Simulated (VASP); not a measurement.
Calculation: PBEsol GGA, VASP's PBE PAW potentials (set 64) (plane waves; VASP).

VASP ran on this input.

File POSCAR:
```
Br
1
    4.2607915627     0.0000000000    -0.0000000000
   -2.1303957813     3.6899537903     0.0000000000
   -0.0000000000     0.0000000000     5.3133494667
Br
3
Direct
  0.3341181581   1.0000000000   0.3333330000
  1.0000000000   0.3341181582   0.6666670000
  0.6658818418   0.6658818418   0.0000000000
```

INCAR:
```
SYSTEM = Br
PREC = Accurate
ENCUT = 480
EDIFF = 1E-7
NELM = 100
ALGO = Normal
LREAL = .FALSE.
LASPH = .TRUE.
ISMEAR = 1
SIGMA = 0.1
GGA = PS
LMAXMIX = 4
LWAVE = .FALSE.
LCHARG = .FALSE.
ISIF = 2
```

**KPOINTS**
```
Automatic mesh
0
Gamma
8 8 6
0 0 0
```

POTCAR, in this order: Br (PBE.64 set). Program: vasp_std.

Question: Estimate the energy per atom (σ→0), band gap (on the k-mesh).

Answer: 
The energy per atom (σ→0) comes out as -1.467 eV/atom. The band gap (on the k-mesh) is none (metal, semimetal or under 0.01 eV).

OSZICAR:
```
...
DAV:   6    -0.439895492866E+01   -0.13699E-02   -0.36559E-03  1820   0.412E-01    0.642E+00
DAV:   7    -0.440095810459E+01   -0.20032E-02   -0.54075E-03  1556   0.530E-01    0.835E-02
DAV:   8    -0.440089225208E+01    0.65853E-04   -0.27944E-04  1898   0.101E-01    0.195E-02
DAV:   9    -0.440089785742E+01   -0.56053E-05   -0.18640E-05  1772   0.265E-02    0.934E-03
DAV:  10    -0.440090060439E+01   -0.27470E-05   -0.32817E-06  1688   0.124E-02    0.132E-02
DAV:  11    -0.440090082615E+01   -0.22176E-06   -0.44174E-07  1778   0.415E-03    0.130E-03
DAV:  12    -0.440090086557E+01   -0.39420E-07   -0.31662E-08  1342   0.123E-03
   1 F= -.44009009E+01 E0= -.44006259E+01  d E =-.824884E-03
```

The structure was generated: Br was put into the trigonal-Te type (P3_121), which need not be its known phase. This cell was strained or had an atom moved on purpose.
